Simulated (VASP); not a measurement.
**Pa: accuracy against cost in the plane-wave cutoff and PAW data sets**

How sensitive are energy and pressure of Pa to the plane-wave cutoff and PAW data sets? The series runs use PBEsol. The plane-wave cutoff tried: ENCUT = 150; ENCUT = 190; ENCUT = 230; ENCUT = 250; ENCUT = 290; ENCUT = 330; ENCUT = 400; ENCUT = 500. The PAW data sets tried: minimal 64: Pa; recommended 54: Pa; soft 64: Pa_s. The start is a cell from a database of measured crystal structures.

Program: VASP 6.6.1. Level of theory: PBEsol; plane waves and PAW (Pa), in the first sound run; inputs show where later runs differ. Results are calculated unless marked as measured.

## (1) The structure

Symmetry: I4/mmm, No. 139, tetragonal system. The conventional cell has a = 3.925 Å, b = 3.925 Å, c = 3.238 Å, α = 90.00°, β = 90.00°, γ = 90.00°. Nearest to Pa lie 10 Pa at 3.21 to 3.24 Å.

Structure file:

```cif
data_structure
_symmetry_space_group_name_H-M 'P 1'
_symmetry_Int_Tables_number 1
_cell_length_a 3.2131
_cell_length_b 3.2131
_cell_length_c 3.2131
_cell_angle_alpha 104.708
_cell_angle_beta 104.708
_cell_angle_gamma 119.487
_cell_volume 24.94
loop_
_atom_site_label
_atom_site_type_symbol
_atom_site_fract_x
_atom_site_fract_y
_atom_site_fract_z
_atom_site_occupancy
Pa1 Pa 0.00000 0.00000 0.00000 1
```

## (2) Plane-wave cutoff: ENCUT = 150

The basis grows with ENCUT, and energy and stress both move with it. PBEsol restores the gradient expansion of exchange and is tuned for the cells of solids.

INCAR reads:

```
SYSTEM = Pa
PREC = Accurate
ENCUT = 150
EDIFF = 1E-06
NELM = 100
ISMEAR = -1
SIGMA = 0.05
LREAL = .FALSE.
ALGO = Normal
GGA = PS
NBANDS = 12
LORBIT = 11
LWAVE = .FALSE.
LCHARG = .FALSE.
KPAR = 2
ISIF = 2
```

POSCAR reads:

```
Pa
1.0
   -1.9625000000      1.9625000000      1.6190000000
    1.9625000000     -1.9625000000      1.6190000000
    1.9625000000      1.9625000000     -1.6190000000
Pa
1
Direct
    0.0000000000      0.0000000000      0.0000000000
```

KPOINTS reads:

```
Automatic mesh
0
Gamma
9 9 9
0 0 0
```

Potentials, in the order of the species: Pa (PBE family, release 64).

Started as:

```sh
$ mpirun -np 2 vasp_std
```

The program printed:

```text
[banner, memory and clock lines left out]
running    2 mpi-ranks, on    1 nodes
 distrk:  each k-point on    1 cores,    2 groups
 distr:  one band on    1 cores,    1 groups

 POSCAR found type information on POSCAR Pa
 POSCAR found :  1 types and       1 ions
|                                                                             |
|               ----> ADVICE to this user running VASP <----                  |
|                                                                             |
|     You enforced a specific xc type in the INCAR file but a different       |
|     [... a line on the potential file left out ...]
|     I HOPE YOU KNOW WHAT YOU ARE DOING!                                     |
|                                                                             |

 LDA part: xc-table for (Slater+PW92), standard interpolation
 POSCAR, INCAR and KPOINTS ok, starting setup
 FFT: planning ... GRIDC
 FFT: planning ... GRID_SOFT
 FFT: planning ... GRID
 WAVECAR not read
 entering main loop
       N       E                     dE             d eps       ncg     rms          rms(c)
DAV:   1     0.367651509516E+02    0.36765E+02   -0.26260E+03  1836   0.386E+02
DAV:   2    -0.710447319903E+01   -0.43870E+02   -0.42021E+02  1888   0.134E+02
DAV:   3    -0.965676973362E+01   -0.25523E+01   -0.24392E+01  2884   0.300E+01
DAV:   4    -0.970966087102E+01   -0.52891E-01   -0.52565E-01  2556   0.364E+00
DAV:   5    -0.971101718113E+01   -0.13563E-02   -0.13559E-02  2688   0.473E-01    0.288E+01
DAV:   6    -0.914470674014E+01    0.56631E+00   -0.14411E+00  2544   0.715E+00    0.148E+01
DAV:   7    -0.911402716734E+01    0.30680E-01   -0.41372E-01  2984   0.344E+00    0.318E+00
DAV:   8    -0.911077135121E+01    0.32558E-02   -0.12985E-01  2352   0.216E+00    0.786E-01
DAV:   9    -0.910788846016E+01    0.28829E-02   -0.39586E-02  2396   0.119E+00    0.357E-01
DAV:  10    -0.910711634732E+01    0.77211E-03   -0.40480E-03  2384   0.402E-01    0.356E-02
DAV:  11    -0.910712284603E+01   -0.64987E-05   -0.97860E-05  2872   0.545E-02    0.883E-03
DAV:  12    -0.910712250077E+01    0.34526E-06   -0.13800E-06  1940   0.725E-03
   1 F= -.91071225E+01 E0= -.90987211E+01  d E =-.168028E-01
```

It took 3.4 s on 2 MPI ranks of AMD EPYC 7R43, shared host; peak memory 0.16 GiB.

The logs omit lines about the potential files and the build; timing stands in the text.

OUTCAR, selected parts (step 2):

```text
ion  position               nearest neighbor table
   1  0.000  0.000  0.000-

  LATTYP: Found a body centered tetragonal cell.
 ALAT       =     3.9250000000
 C/A-ratio  =     0.8249681529

 Subroutine GETGRP returns: Found 16 space group operations
 (whereof 16 operations were pure point group operations)

The static configuration has the point symmetry D_4h.

 Found     75 irreducible k-points:

   k-points           NKPTS =     75   k-points in BZ     NKDIM =     75   number of bands    NBANDS=     12

   dimension x,y,z NGX =    14 NGY =   14 NGZ =   14
   dimension x,y,z NGXF=    28 NGYF=   28 NGZF=   28

   ENCUT  =  150.0 eV  11.02 Ry    3.32 a.u.   3.21  3.21  3.21*2*pi/ulx,y,z

   NELECT =      13.0000    total number of electrons

 k-points in reciprocal lattice and weights: Automatic mesh
   0.00000000  0.00000000  0.00000000       0.001
   0.11111111  0.00000000 -0.00000000       0.011
   0.22222222  0.00000000 -0.00000000       0.011
   0.33333333  0.00000000  0.00000000       0.011
   0.44444444  0.00000000 -0.00000000       0.011
   0.11111111  0.11111111 -0.00000000       0.011
   0.22222222  0.11111111 -0.00000000       0.022
   0.33333333  0.11111111 -0.00000000       0.022
   0.44444444  0.11111111  0.00000000       0.022
[...]
-0.44444444  0.44444444  0.44444444       0.005
  -0.44444444 -0.44444444  0.44444444       0.003

 average (electrostatic) potential at core
       1 -84.1365

 E-fermi :  12.8510

 k-point     1 :       0.0000    0.0000    0.0000
  band No.  band energies     occupation
    ...
      4      -3.7930      2.00000
      5       8.0654      2.00000
      6      12.5206      1.99731
      7      12.6265      1.97780
      8      12.6265      1.97780
      9      14.4505      0.00000
     10      15.2380      0.00000
     11      15.2383      0.00000
     12      15.4448      0.00000

 k-point     2 :       0.1111    0.0000   -0.0000
  band No.  band energies     occupation
    ...
      3      -4.3831      2.00000
      4      -4.0783      2.00000
      5       8.9000      2.00000
      6      12.1697      2.00000
      7      12.2694      1.99998
      8      13.0501      0.03664
      9      13.8160      0.00000
     10      14.5384      0.00000
     11      14.9750      0.00000
     12      15.1829      0.00000

 k-point     3 :       0.2222    0.0000   -0.0000
  band No.  band energies     occupation
    ...
      3      -4.7503      2.00000
      4      -4.3030      2.00000
      5      10.0670      2.00000
      6      11.6759      2.00000
      7      12.5620      1.99385
      8      13.3205      0.00017
      9      13.5761      0.00000
     10      14.6040      0.00000
     11      15.1227      0.00000
     12      15.2861      0.00000

  Total       -8.2468444     -8.2468444     -9.2298452      0.0000000     -0.0000000      0.0000000
  in kB     -529.7515193   -529.7515193   -592.8964209      0.0000000     -0.0000000      0.0000000
  external PRESSURE =    -550.7998198 kB  Pullay stress =       0.0000000 kB

  energy-cutoff  :      150.00
  volume of cell :       24.94
      direct lattice vectors                 reciprocal lattice vectors
    -1.962500000  1.962500000  1.619000000     0.000000000  0.254777070  0.308832613
     1.962500000 -1.962500000  1.619000000     0.254777070  0.000000000  0.308832613
     1.962500000  1.962500000 -1.619000000     0.254777070  0.254777070  0.000000000

 POSITION                                       TOTAL-FORCE (eV/Angst)
 -----------------------------------------------------------------------------------
      0.00000      0.00000      0.00000        -0.000000     -0.000000      0.000000
 -----------------------------------------------------------------------------------
    total drift:                               -0.000000     -0.000000     -0.000000

  FREE ENERGIE OF THE ION-ELECTRON SYSTEM (eV)
  ---------------------------------------------------
  free  energy   TOTEN  =        -9.1071225008 eV

  energy  without entropy=       -9.0903196521  energy(sigma->0) =       -9.09872108

 total charge
# of ion       s       p       d       f       tot
--------------------------------------------------
    1        2.236   5.771   1.944   1.350  11.300

[... 3 further parts left out ...]
```

This run has no spin polarisation. Its electron count is odd, so without a moment it is a metal by construction. The k-mesh is coarse for a metal. The PAW data sets were made with PBE, which is usual practice but a small mismatch for other functionals.

Numbers from this step:

| Quantity | Value |
| --- | --- |
| SCF cycles | 12 |
| electrons | 13 |
| bands | 12 |
| irreducible k-points | 75 |
| symmetry operations | 16 |
| free energy (TOTEN) | -9.107 eV |
| energy at zero smearing | -9.099 eV |
| Fermi energy | 12.85 eV |
| pressure | -55.08 GPa |
| metallic | yes |

The series starts at -9.0987 eV an atom and -55.08 GPa, after 12 cycles in 3.4 s.

## (3) Plane-wave cutoff: ENCUT = 190

Changes to INCAR since step 2:

```diff
@@ -2,3 +2,3 @@
 PREC = Accurate
-ENCUT = 150
+ENCUT = 190
 EDIFF = 1E-06
```

POSCAR is that of step 2.

KPOINTS is that of step 2.

Started as:

```sh
$ mpirun -np 2 vasp_std
```

The program printed:

```text
[banner, memory and clock lines left out]
running    2 mpi-ranks, on    1 nodes
[...]
[... a notice as in an earlier step ...]

 LDA part: xc-table for (Slater+PW92), standard interpolation
 POSCAR, INCAR and KPOINTS ok, starting setup
[...]
entering main loop
       N       E                     dE             d eps       ncg     rms          rms(c)
DAV:   1     0.546863356266E+02    0.54686E+02   -0.29515E+03  1824   0.484E+02
DAV:   2    -0.617126246083E+01   -0.60858E+02   -0.58183E+02  1940   0.168E+02
DAV:   3    -0.102696764270E+02   -0.40984E+01   -0.39036E+01  2848   0.431E+01
DAV:   4    -0.103741332800E+02   -0.10446E+00   -0.10380E+00  2664   0.675E+00
[...]
DAV:  10    -0.101383796632E+02   -0.60940E-06   -0.52008E-04  2640   0.164E-01    0.452E-02
DAV:  11    -0.101383640862E+02    0.15577E-04   -0.89779E-05  2584   0.733E-02    0.275E-03
DAV:  12    -0.101383632081E+02    0.87812E-06   -0.19256E-06  2224   0.997E-03
   1 F= -.10138363E+02 E0= -.10127852E+02  d E =-.210222E-01
```

Run time: 3.6 s. Hardware: 2 MPI ranks; peak memory 0.16 GiB.

From OUTCAR (step 3):

```text
  Total       -1.4458461     -1.4458461     -1.6180712      0.0000000     -0.0000000      0.0000000
  in kB      -92.8766347    -92.8766347   -103.9398389      0.0000000     -0.0000000      0.0000000
  external PRESSURE =     -96.5643694 kB  Pullay stress =       0.0000000 kB

 POSITION                                       TOTAL-FORCE (eV/Angst)
 -----------------------------------------------------------------------------------
      0.00000      0.00000      0.00000         0.000000     -0.000000      0.000000
 -----------------------------------------------------------------------------------
    total drift:                                0.000000     -0.000000      0.000000

  FREE ENERGIE OF THE ION-ELECTRON SYSTEM (eV)
  ---------------------------------------------------
  free  energy   TOTEN  =       -10.1383632081 eV

  energy  without entropy=      -10.1173410113  energy(sigma->0) =      -10.12785211

[... 1 part as in an earlier step ...]

[... 2 further parts left out ...]
[key lines of the parts left out:]
E-fermi :  12.6195
```

Against the run before the energy moves by -1029.13 meV an atom and the pressure by +45.42 GPa, after 12 cycles in 3.6 s.

## (4) Plane-wave cutoff: ENCUT = 230

Changes to INCAR since step 3:

```diff
@@ -2,3 +2,3 @@
 PREC = Accurate
-ENCUT = 190
+ENCUT = 230
 EDIFF = 1E-06
```

POSCAR is that of step 3.

KPOINTS is that of step 3.

Started as:

```sh
$ mpirun -np 2 vasp_std
```

The program printed:

```text
[... set-up lines as in an earlier step ...]
 entering main loop
       N       E                     dE             d eps       ncg     rms          rms(c)
DAV:   1     0.669910353220E+02    0.66991E+02   -0.32424E+03  1808   0.571E+02
DAV:   2    -0.471804813752E+01   -0.71709E+02   -0.68602E+02  1984   0.194E+02
DAV:   3    -0.101589298167E+02   -0.54409E+01   -0.51884E+01  2616   0.540E+01
DAV:   4    -0.104137854118E+02   -0.25486E+00   -0.25169E+00  2880   0.116E+01
[...]
DAV:  10    -0.102029205907E+02   -0.16237E-04   -0.25011E-04  2708   0.131E-01    0.395E-02
DAV:  11    -0.102029091835E+02    0.11407E-04   -0.56730E-05  2708   0.657E-02    0.409E-03
DAV:  12    -0.102029087115E+02    0.47203E-06   -0.11450E-06  1816   0.967E-03
   1 F= -.10202909E+02 E0= -.10192407E+02  d E =-.210040E-01
```

It took 4.8 s on 2 MPI ranks; peak memory 0.16 GiB.

OUTCAR, selected parts (step 4):

```text
  Total       -0.6487148     -0.6487148     -0.9396830      0.0000000     -0.0000000      0.0000000
  in kB      -41.6714145    -41.6714145    -60.3623012      0.0000000     -0.0000000      0.0000000
  external PRESSURE =     -47.9017101 kB  Pullay stress =       0.0000000 kB

 POSITION                                       TOTAL-FORCE (eV/Angst)
 -----------------------------------------------------------------------------------
      0.00000      0.00000      0.00000         0.000000      0.000000      0.000000
 -----------------------------------------------------------------------------------
    total drift:                                0.000000      0.000000     -0.000000

  FREE ENERGIE OF THE ION-ELECTRON SYSTEM (eV)
  ---------------------------------------------------
  free  energy   TOTEN  =       -10.2029087115 eV

  energy  without entropy=      -10.1819046676  energy(sigma->0) =      -10.19240669

[... 1 part as in an earlier step ...]

[... 2 further parts left out ...]
[key lines of the parts left out:]
E-fermi :  12.6136
```

Against the run before the energy moves by -64.55 meV an atom and the pressure by +4.87 GPa, after 12 cycles in 4.8 s.

## (5) Plane-wave cutoff: ENCUT = 250

Changes to INCAR since step 4:

```diff
@@ -2,3 +2,3 @@
 PREC = Accurate
-ENCUT = 230
+ENCUT = 250
 EDIFF = 1E-06
```

POSCAR is that of step 4.

KPOINTS is that of step 4.

Started as:

```sh
$ mpirun -np 2 vasp_std
```

The program printed:

```text
[... set-up lines as in an earlier step ...]
 entering main loop
       N       E                     dE             d eps       ncg     rms          rms(c)
DAV:   1     0.728549275439E+02    0.72855E+02   -0.34056E+03  1808   0.619E+02
DAV:   2    -0.382218570956E+01   -0.76677E+02   -0.73501E+02  1992   0.199E+02
DAV:   3    -0.101214687044E+02   -0.62993E+01   -0.59598E+01  2588   0.595E+01
DAV:   4    -0.104141688217E+02   -0.29270E+00   -0.28510E+00  3024   0.122E+01
[...]
DAV:  10    -0.102003252788E+02    0.28074E-05   -0.24584E-04  2724   0.134E-01    0.406E-02
DAV:  11    -0.102003175675E+02    0.77114E-05   -0.53846E-05  2752   0.662E-02    0.488E-03
DAV:  12    -0.102003175189E+02    0.48554E-07   -0.12436E-06  1872   0.101E-02
   1 F= -.10200318E+02 E0= -.10189813E+02  d E =-.210085E-01
```

It took 6.2 s on 2 MPI ranks; peak memory 0.18 GiB; 11 s of CPU time.

From OUTCAR (step 5):

```text
  Total       -0.6378013     -0.6378013     -0.9207857      0.0000000      0.0000000      0.0000000
  in kB      -40.9703649    -40.9703649    -59.1483943      0.0000000      0.0000000      0.0000000
  external PRESSURE =     -47.0297081 kB  Pullay stress =       0.0000000 kB

 POSITION                                       TOTAL-FORCE (eV/Angst)
 -----------------------------------------------------------------------------------
      0.00000      0.00000      0.00000        -0.000000     -0.000000      0.000000
 -----------------------------------------------------------------------------------
    total drift:                                0.000000     -0.000000      0.000000

  FREE ENERGIE OF THE ION-ELECTRON SYSTEM (eV)
  ---------------------------------------------------
  free  energy   TOTEN  =       -10.2003175189 eV

  energy  without entropy=      -10.1793089992  energy(sigma->0) =      -10.18981326

[... 1 part as in an earlier step ...]

[... 2 further parts left out ...]
[key lines of the parts left out:]
E-fermi :  12.6121
```

Against the run before the energy moves by +2.59 meV an atom and the pressure by +0.09 GPa, after 12 cycles in 6.2 s.

## (6) Plane-wave cutoff: ENCUT = 290

Changes to INCAR since step 5:

```diff
@@ -2,3 +2,3 @@
 PREC = Accurate
-ENCUT = 250
+ENCUT = 290
 EDIFF = 1E-06
```

POSCAR is that of step 5.

KPOINTS is that of step 5.

Started as:

```sh
$ mpirun -np 2 vasp_std
```

The program printed:

```text
[... set-up lines as in an earlier step ...]
 entering main loop
       N       E                     dE             d eps       ncg     rms          rms(c)
DAV:   1     0.785001295284E+02    0.78500E+02   -0.37469E+03  1816   0.708E+02
DAV:   2    -0.396033877679E+01   -0.82460E+02   -0.78927E+02  2056   0.210E+02
DAV:   3    -0.100549449007E+02   -0.60946E+01   -0.58060E+01  2524   0.634E+01
DAV:   4    -0.104094466307E+02   -0.35450E+00   -0.34698E+00  3064   0.135E+01
[...]
DAV:  10    -0.101955455287E+02    0.20836E-05   -0.26936E-04  2744   0.147E-01    0.382E-02
DAV:  11    -0.101955370942E+02    0.84344E-05   -0.60559E-05  2784   0.738E-02    0.594E-03
DAV:  12    -0.101955369955E+02    0.98698E-07   -0.15167E-06  1916   0.116E-02
   1 F= -.10195537E+02 E0= -.10185009E+02  d E =-.210561E-01
```

It took 6 s on 2 MPI ranks; peak memory 0.19 GiB.

From OUTCAR (step 6):

```text
  Total       -0.6601442     -0.6601442     -0.9437737      0.0000000     -0.0000000      0.0000000
  in kB      -42.4056040    -42.4056040    -60.6250722      0.0000000     -0.0000000      0.0000000
  external PRESSURE =     -48.4787601 kB  Pullay stress =       0.0000000 kB

 POSITION                                       TOTAL-FORCE (eV/Angst)
 -----------------------------------------------------------------------------------
      0.00000      0.00000      0.00000         0.000000      0.000000      0.000000
 -----------------------------------------------------------------------------------
    total drift:                                0.000000     -0.000000      0.000000

  FREE ENERGIE OF THE ION-ELECTRON SYSTEM (eV)
  ---------------------------------------------------
  free  energy   TOTEN  =       -10.1955369955 eV

  energy  without entropy=      -10.1744808922  energy(sigma->0) =      -10.18500894

[... 1 part as in an earlier step ...]

[... 2 further parts left out ...]
[key lines of the parts left out:]
E-fermi :  12.6074
```

Against the run before the energy moves by +4.80 meV an atom and the pressure by -0.14 GPa, after 12 cycles in 6 s.

## (7) Plane-wave cutoff: ENCUT = 330

Changes to INCAR since step 6:

```diff
@@ -2,3 +2,3 @@
 PREC = Accurate
-ENCUT = 290
+ENCUT = 330
 EDIFF = 1E-06
```

POSCAR is that of step 6.

KPOINTS is that of step 6.

Started as:

```sh
$ mpirun -np 2 vasp_std
```

The program printed:

```text
[... set-up lines as in an earlier step ...]
 entering main loop
       N       E                     dE             d eps       ncg     rms          rms(c)
DAV:   1     0.856918955124E+02    0.85692E+02   -0.39694E+03  1808   0.767E+02
DAV:   2    -0.210906771600E+01   -0.87801E+02   -0.84461E+02  1952   0.218E+02
DAV:   3    -0.992669877216E+01   -0.78176E+01   -0.74522E+01  2580   0.710E+01
DAV:   4    -0.104092128189E+02   -0.48251E+00   -0.45390E+00  3092   0.160E+01
[...]
DAV:  10    -0.101980475731E+02    0.17905E-05   -0.21042E-04  2656   0.133E-01    0.296E-02
DAV:  11    -0.101980417282E+02    0.58448E-05   -0.39857E-05  2756   0.616E-02    0.551E-03
DAV:  12    -0.101980416246E+02    0.10363E-06   -0.11220E-06  1720   0.107E-02
   1 F= -.10198042E+02 E0= -.10187489E+02  d E =-.211051E-01
```

Wall time 7.2 s (2 MPI ranks); peak memory 0.21 GiB; 13 s of CPU time.

Parts of OUTCAR (step 7):

```text
  Total       -0.6460300     -0.6460300     -0.9288765      0.0000000      0.0000000      0.0000000
  in kB      -41.4989490    -41.4989490    -59.6681247      0.0000000      0.0000000      0.0000000
  external PRESSURE =     -47.5553409 kB  Pullay stress =       0.0000000 kB

  FREE ENERGIE OF THE ION-ELECTRON SYSTEM (eV)
  ---------------------------------------------------
  free  energy   TOTEN  =       -10.1980416246 eV

  energy  without entropy=      -10.1769365684  energy(sigma->0) =      -10.18748910

[... 2 parts as in an earlier step ...]

[... 2 further parts left out ...]
[key lines of the parts left out:]
E-fermi :  12.6042
```

Against the run before the energy moves by -2.48 meV an atom and the pressure by +0.09 GPa, after 12 cycles in 7.2 s.

[end of part 1 of 2]

[Lines on the potential files, build, host, timing and source positions are cut from VASP's logs without a mark.]

[Logs are printed without paths, hosts, clocks, repeated set-up lines and the standing remarks that a program may print on its own settings, such as how far it seeks lower states.]

[Hosts, paths, dates, database ids (printed as entryN), source tags and the programs' standing remarks are cut or masked in the printed files.]

[A measured line is paired with the nearest computed mode of its activity, which favours agreement.]
